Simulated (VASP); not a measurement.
Calculation: vdW-DF2, VASP's PBE PAW potentials (set 64) (plane waves; VASP).

VASP ran on this input.

INCAR:
```
SYSTEM  =  TiB2
PREC  =  Accurate; ENCUT  =  520; LREAL  =  .FALSE.
LASPH  =  .TRUE.
EDIFF  =  1E-7; NELM  =  100; ALGO  =  Normal
LMAXMIX  =  4
ISMEAR  =  -5
GGA  =  ML; LUSE_VDW  =  .TRUE.; AGGAC  =  0.0
ZAB_VDW  =  -1.8867
ISIF  =  2
LWAVE  =  .FALSE.; LCHARG  =  .TRUE.; LORBIT  =  11
NEDOS  =  601
LEFG  =  .TRUE.
```

**POSCAR**
```
TiB2
1
    1.5205148298    -2.6336089656    -0.0000000000
    1.5205148298     2.6336089656     0.0000000000
    0.0000000000    -0.0000000000     3.3088730224
Ti B
1 2
Direct
  1.0000000000   1.0000000000   0.0000000000
  0.3333330000   0.6666670000   0.5000000000
  0.6666670000   0.3333330000   0.5000000000
```

KPOINTS:
```
Automatic
0
gamma
13 13 10
```

POTCAR, in this order: Ti_sv B (PBE.64 set). Program: vasp_std.

Output

File OSZICAR:
```
       N       E                     dE             d eps       ncg     rms          rms(c)
DAV:   1     0.134303117607E+03    0.13430E+03   -0.93639E+03  3276   0.157E+03
DAV:   2    -0.135854557200E+02   -0.14789E+03   -0.14469E+03  3336   0.392E+02
DAV:   3    -0.233559089855E+02   -0.97705E+01   -0.96743E+01  4826   0.953E+01
DAV:   4    -0.236873062908E+02   -0.33140E+00   -0.33092E+00  4189   0.163E+01
DAV:   5    -0.236984144842E+02   -0.11108E-01   -0.11110E-01  4901   0.256E+00    0.155E+01
DAV:   6    -0.181186792558E+02    0.55797E+01   -0.31984E+01  4383   0.591E+01    0.410E+00
DAV:   7    -0.180916175493E+02    0.27062E-01   -0.27525E+00  3885   0.203E+01    0.322E+00
DAV:   8    -0.180945999745E+02   -0.29824E-02   -0.22846E-01  4488   0.426E+00    0.109E+00
DAV:   9    -0.180957851315E+02   -0.11852E-02   -0.93454E-02  4270   0.430E+00    0.479E-01
DAV:  10    -0.180937959946E+02    0.19891E-02   -0.92647E-03  4486   0.123E+00    0.786E-02
DAV:  11    -0.180937439067E+02    0.52088E-04   -0.89506E-04  4195   0.371E-01    0.400E-02
DAV:  12    -0.180937491961E+02   -0.52894E-05   -0.68144E-05  4029   0.106E-01    0.614E-03
DAV:  13    -0.180937455437E+02    0.36524E-05   -0.51940E-06  4091   0.294E-02    0.157E-03
DAV:  14    -0.180937470347E+02   -0.14910E-05   -0.59420E-07  3661   0.793E-03    0.829E-04
DAV:  15    -0.180937481803E+02   -0.11456E-05   -0.12284E-07  2213   0.462E-03    0.375E-04
DAV:  16    -0.180937477764E+02    0.40384E-06   -0.29282E-08  1723   0.203E-03    0.162E-04
DAV:  17    -0.180937477374E+02    0.38997E-07   -0.33661E-09  1738   0.600E-04
   1 F= -.18093748E+02 E0= -.18093748E+02  d E =0.000000E+00
```

### OUTCAR
```
------------------------ aborting loop because EDIFF is reached ----------------------------------------
  FORCE on cell =-STRESS in cart. coord.  units (eV):
  Direction    XX          YY          ZZ          XY          YZ          ZX
  --------------------------------------------------------------------------------------
  Total        0.0137236      0.0137236     -0.1098897      0.0000000     -0.0000000      0.0000000
  in kB        0.8297093      0.8297094     -6.6437846      0.0000000     -0.0000000      0.0000000
  external PRESSURE =      -1.6614553 kB  Pullay stress =       0.0000000 kB
  volume of cell :       26.50
      direct lattice vectors                 reciprocal lattice vectors
     1.520514830 -2.633608966  0.000000000     0.328835990 -0.189853546  0.000000000
     1.520514830  2.633608966  0.000000000     0.328835990  0.189853546  0.000000000
     0.000000000  0.000000000  3.308873022     0.000000000  0.000000000  0.302217702
 POSITION                                       TOTAL-FORCE (eV/Angst)
 -----------------------------------------------------------------------------------
      0.00000      0.00000      0.00000         0.000000      0.000000      0.000000
      1.52051      0.87787      1.65444         0.000000      0.000000      0.000000
      1.52051     -0.87787      1.65444         0.000000     -0.000000     -0.000000
 -----------------------------------------------------------------------------------
    total drift:                                0.000000     -0.000000      0.000000
  FREE ENERGIE OF THE ION-ELECTRON SYSTEM (eV)
  ---------------------------------------------------
  free  energy   TOTEN  =       -18.0937477374 eV

  energy  without entropy=      -18.0937477374  energy(sigma->0) =      -18.09374774

 total charge

# of ion       s       p       d       tot
------------------------------------------
    1        2.167   6.186   2.030  10.382
    2        0.687   1.329   0.000   2.015
    3        0.687   1.329   0.000   2.015
--------------------------------------------------
tot          3.541   8.843   2.030  14.413

 Electric field gradients after diagonalization (V/A^2)
 (convention: |V_zz| > |V_xx| > |V_yy|)
----------------------------------------------------------------------
 ion       V_xx      V_yy      V_zz     asymmetry (V_yy - V_xx)/ V_zz
----------------------------------------------------------------------
   1      -9.837    -9.834    19.672       0.000
   2      -3.027    -3.027     6.054       0.000
   3      -3.027    -3.027     6.054       0.000
```
(Selected blocks of OUTCAR.)

For a metal the tetrahedron method with Blöchl corrections gives inexact stress and forces.

The compound is TiB2 in the AlB2 type structure. It was relaxed first.
